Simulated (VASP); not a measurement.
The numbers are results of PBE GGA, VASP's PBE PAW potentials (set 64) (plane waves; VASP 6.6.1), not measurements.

Input for VASP

KPOINTS:
```
Automatic mesh
0
Gamma
10 10 10
0 0 0
```

POSCAR:
```
MoSi2
1
   -1.5966540000     1.5966540000     3.9045900000
    1.5966540000    -1.5966540000     3.9045900000
    1.5966540000     1.5966540000    -3.9045900000
Si Mo
2 1
Direct
  0.6650000000   0.6650000000   0.0000000000
  0.3350000000   0.3350000000   0.0000000000
  0.0000000000   0.0000000000   0.0000000000
```

**INCAR**
```
! general
SYSTEM =MoSi2
PREC   =Accurate
ENCUT  =300
LREAL  =.False.
LASPH  =.True.

! electronic loop
EDIFF  =1E-6
NELM   =100
ALGO   =Normal
LMAXMIX=4

! smearing
ISMEAR =0
SIGMA  =0.1

! functional
GGA    =PE

! ions
ISIF   =2

! output
LWAVE  =.False.
LCHARG =.False.
```

POTCAR, in this order: Si Mo_sv (PBE.64 set). Program: vasp_std.

Question: What will the output report for the number of irreducible k-points (NKPTS), largest plane-wave count, number of space-group operations, FFT grid (NGX, NGY, NGZ)?

Answer: 
number of irreducible k-points (NKPTS): 102
largest plane-wave count: 492
number of space-group operations: 16
FFT grid (NGX, NGY, NGZ): 28 × 28 × 28

The structure is a typed MoSi2 crystal. The cell was not relaxed at this level.
